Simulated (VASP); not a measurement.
Write the native input for VASP 6.6.1 that does the following.

```yaml
Task: band structure
Functional: PBE
Potentials_or_basis: VASP PAW PBE potentials, release 64 (Sn_d, Se)
Cutoff: 600 eV
k_mesh: 4 × 8 × 8
Occupations: gaussian, width 0.02 eV
Spin: no spin polarisation
Further_INCAR_settings: ALGO = Fast; EDIFF = 1e-06; NBANDS = 50
```

SnSe:

```
CELL_PARAMETERS angstrom
11.78979 0.00000 0.00000
0.00000 4.20577 0.00000
0.00000 0.00000 4.56967
ATOMIC_POSITIONS crystal
Sn 0.62090 0.75000 0.38372
Sn 0.87910 0.25000 0.88372
Sn 0.37910 0.25000 0.61628
Sn 0.12090 0.75000 0.11628
Se 0.14537 0.25000 0.52366
Se 0.64537 0.25000 0.97634
Se 0.35463 0.75000 0.02366
Se 0.85463 0.75000 0.47634
```

The cell is a database's computed one.

These files were run (other wordings do the same):

POSCAR

```
SnSe                                    
1.0
   11.7897908053      0.0000000000      0.0000000000
    0.0000000000      4.2057650536      0.0000000000
    0.0000000000      0.0000000000      4.5696738865
  Sn              Se            
     4     4
Direct
     0.6209047467120319    0.7500000000000000    0.3837193767314533
     0.8790952532879681    0.2500000000000000    0.8837193767314533
     0.3790952532879681    0.2500000000000000    0.6162806232685467
     0.1209047467120319    0.7500000000000000    0.1162806232685467
     0.1453676270263844    0.2500000000000000    0.5236582217708790
     0.6453676270263844    0.2500000000000000    0.9763417782291210
     0.3546323729736157    0.7500000000000000    0.0236582217708790
     0.8546323729736156    0.7500000000000000    0.4763417782291210
```

INCAR.step1

```
SYSTEM = SnSe
PREC     = Accurate       ! precision mode
ENCUT    = 600            ! plane-wave cutoff, eV
EDIFF    = 1E-6           ! SCF threshold, eV
ISMEAR   = 0              ! smearing method
SIGMA    = 0.02           ! smearing width, eV
LREAL    = .FALSE.        ! projectors in reciprocal space
LASPH    = .TRUE.         ! aspherical terms in the spheres
NELM     = 120            ! most SCF steps
ALGO     = Fast           ! electronic algorithm
ISIF     = 2              ! what is computed and relaxed
LWAVE    = .FALSE.        ! write WAVECAR
LCHARG   = .TRUE.         ! write CHGCAR
GGA      = PE             ! functional
NBANDS   = 50             ! bands
KPAR     = 4
```

KPOINTS.step1

```
regular mesh
0
G
  4 8 8
  0 0 0
```

INCAR.step2

```
SYSTEM = SnSe
PREC     = Accurate       ! precision mode
ENCUT    = 600            ! plane-wave cutoff, eV
EDIFF    = 1E-6           ! SCF threshold, eV
ISMEAR   = 0              ! smearing method
SIGMA    = 0.05           ! smearing width, eV
LREAL    = .FALSE.        ! projectors in reciprocal space
LASPH    = .TRUE.         ! aspherical terms in the spheres
NELM     = 120            ! most SCF steps
ALGO     = Fast           ! electronic algorithm
ISIF     = 2              ! what is computed and relaxed
LWAVE    = .FALSE.        ! write WAVECAR
LCHARG   = .FALSE.        ! write CHGCAR
GGA      = PE             ! functional
NBANDS   = 50             ! bands
KPAR     = 4            
ICHARG   = 11             ! starting density
```

KPOINTS.step2

```
path GXSYGZURTZ,YT,UX,SR
15
line-mode
reciprocal
 0.0000000000  0.0000000000  0.0000000000  G
 0.0000000000  0.5000000000  0.0000000000  X

 0.0000000000  0.5000000000  0.0000000000  X
 0.0000000000  0.5000000000  0.5000000000  S

 0.0000000000  0.5000000000  0.5000000000  S
 0.0000000000  0.0000000000  0.5000000000  Y

 0.0000000000  0.0000000000  0.5000000000  Y
 0.0000000000  0.0000000000  0.0000000000  G

 0.0000000000  0.0000000000  0.0000000000  G
 0.5000000000  0.0000000000  0.0000000000  Z

 0.5000000000  0.0000000000  0.0000000000  Z
 0.5000000000  0.5000000000  0.0000000000  U

 0.5000000000  0.5000000000  0.0000000000  U
 0.5000000000  0.5000000000  0.5000000000  R

 0.5000000000  0.5000000000  0.5000000000  R
 0.5000000000  0.0000000000  0.5000000000  T

 0.5000000000  0.0000000000  0.5000000000  T
 0.5000000000  0.0000000000  0.0000000000  Z

 0.0000000000  0.0000000000  0.5000000000  Y
 0.5000000000  0.0000000000  0.5000000000  T

 0.5000000000  0.5000000000  0.0000000000  U
 0.0000000000  0.5000000000  0.0000000000  X

 0.0000000000  0.5000000000  0.5000000000  S
 0.5000000000  0.5000000000  0.5000000000  R
```

Potentials or basis: VASP PAW PBE potentials, release 64 (Sn_d, Se).

The run is started by

```sh
$ cat potpaw_PBE.64/Sn_d/POTCAR potpaw_PBE.64/Se/POTCAR > POTCAR
$ cp INCAR.step1 INCAR
$ cp KPOINTS.step1 KPOINTS
$ mpirun -np 4 vasp_std > vasp.out
$ cp INCAR.step2 INCAR
$ cp KPOINTS.step2 KPOINTS
$ mpirun -np 4 vasp_std > vasp.out
```

Results of the run:

- Band gap on the k mesh: 0.70 eV, indirect (least direct gap 0.95 eV)
- Band gap along the path: 0.63 eV, indirect (least direct gap 0.88 eV)

Caveat: the log is that of the step along the path at fixed density, whose energy, stress, charges and moments have no meaning; spin-orbit coupling is left out, which moves the levels of the heavy elements.

Run time: 10 min on 4 MPI ranks on Intel(R) Xeon(R) Platinum 8488C (Sapphire Rapids), on a shared host, peak memory 1.7 GiB a rank.
